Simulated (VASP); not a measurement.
Here is the system:

```
PtSe2
1.0
    1.90230    -3.29488     0.00000
    1.90230     3.29488     0.00000
    0.00000     0.00000     5.18160
Pt Se
1 2
Direct
  0.00000   0.00000   0.00000
  0.33333   0.66667   0.25500
  0.66667   0.33333   0.74500
```

All values below come from PBE GGA, VASP's PBE PAW potentials (set 64) (plane waves; VASP 6.6.1). Settings: EDIFF = 1E-3, 400 eV cut-off, 6×6×4 Γ-centred mesh, Gaussian smearing of 0.050 eV, potentials Pt Se.

Problem. Which forces act on the atoms, in eV/Å?

Solution. 
```csv
atom,Fx,Fy,Fz
Pt1,0.000,0.000,0.000
Se2,0.000,0.000,-0.444
Se3,0.000,0.000,0.444
```

Problem. Give the stress tensor in GPa (positive for a compressed cell).

Solution. 
```
-2.64   0.00   0.00
 0.00  -2.64   0.00
 0.00   0.00  -2.38
```
The pressure is its mean diagonal, -2.55 GPa.

The compound is PtSe2 in the 1T layered structure. The cell was not relaxed at this level. The k-mesh is coarse (spacing up to 0.32 per Å, 2π included), so the numbers may not be converged in it. The run is one of a series of settings (EDIFF = 1E-3 against the base run), some of them coarse on purpose.
